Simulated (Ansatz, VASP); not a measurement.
**Two plane-wave programs on HfZrSe4**

```
Zr Hf Se
1.0
    -2.84646    2.84646    6.68322
     2.84646   -2.84646    6.68322
     2.84646    2.84646   -6.68322
Zr Hf Se
1 1 4
Direct
  0.50000 0.50000 0.00000
  0.00000 0.00000 0.00000
  0.13179 0.13179 0.49598
  0.86821 0.36419 0.00000
  0.36419 0.86821 0.00000
  0.63581 0.63581 0.50402
```

Change from the starting cell: species swapped into the NaClO4 type (I-42m, No. 121).

Alike in both runs: functional PBE; k mesh 4 × 4 × 4; occupations gaussian, width 0.1 eV; no spin polarisation.

Ansatz relaxed the structure, and its values are those at the end. VASP's run is a single point on that final structure, the one shown.

|  | VASP | Ansatz |
| --- | --- | --- |
| version | VASP 6.6.1 | Ansatz 0.2.0 |
| potentials or method | VASP PAW PBE potentials, release 64 (Zr_sv, Hf_pv, Se) | scalar-relativistic, plane waves, PAW |
| plane-wave cutoff (eV) | 520 | 420 |
| valence electrons in the cell | 46 | 102 |

|  | VASP | Ansatz | Ansatz less VASP |
| --- | --- | --- | --- |
| gap on the k mesh at the Fermi level (eV) | 1.59 | 1.59 | +0.001 |
| least direct gap on the mesh (eV) | 1.74 | 1.74 | +0.001 |
| pressure (GPa) | 0.0 | 0.1 | +0.04 |
| rms of the force components (eV/Å) | 0.009 | 0.025 | +0.0163 |

The two sets of potentials don't hold the same shells in valence.

Caveats: spin-orbit coupling is left out, which moves the levels of the heavy elements. A k mesh can miss the band edges.
